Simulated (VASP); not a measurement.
Input:

```
CELL_PARAMETERS angstrom
      0.00000     3.51958     3.51958
      3.51958     0.00000     3.51958
      3.51958     3.51958     0.00000
ATOMIC_POSITIONS crystal
  Sr 0.00000 0.00000 0.00000
  Cl 0.25000 0.25000 0.25000
  Cl 0.75000 0.75000 0.75000
```

Method: PBE GGA, VASP's PBE PAW potentials (set 64) (plane waves; VASP). Numerical set-up: 500 eV cut-off, 6×6×6 Γ-centred mesh, Gaussian smearing of 0.050 eV, potentials Sr_sv Cl.

Energy and stress use the plane-wave basis of the starting cell.

The ions, cell shape and volume at an external pressure of 5.0 GPa are relaxed. Which structure does the run end with?

```
CELL_PARAMETERS angstrom
      0.00000     3.39145     3.39145
      3.39145     0.00000     3.39145
      3.39145     3.39145     0.00000
ATOMIC_POSITIONS crystal
  Sr 0.00000 0.00000 0.00000
  Cl 0.25000 0.25000 0.25000
  Cl 0.75000 0.75000 0.75000
```
Space group Fm-3m (225), at a tolerance of 0.03 Å.

How do energy and volume change from the first to the last step?

The energy (σ→0) changes by +44.2 meV/atom and the volume by -10.5 %, in 3 ionic steps.

The compound is SrCl2 in the fluorite structure. This run relaxes it under an external pressure of 5 GPa. Symmetry was kept, so distortions that lower it aren't found.
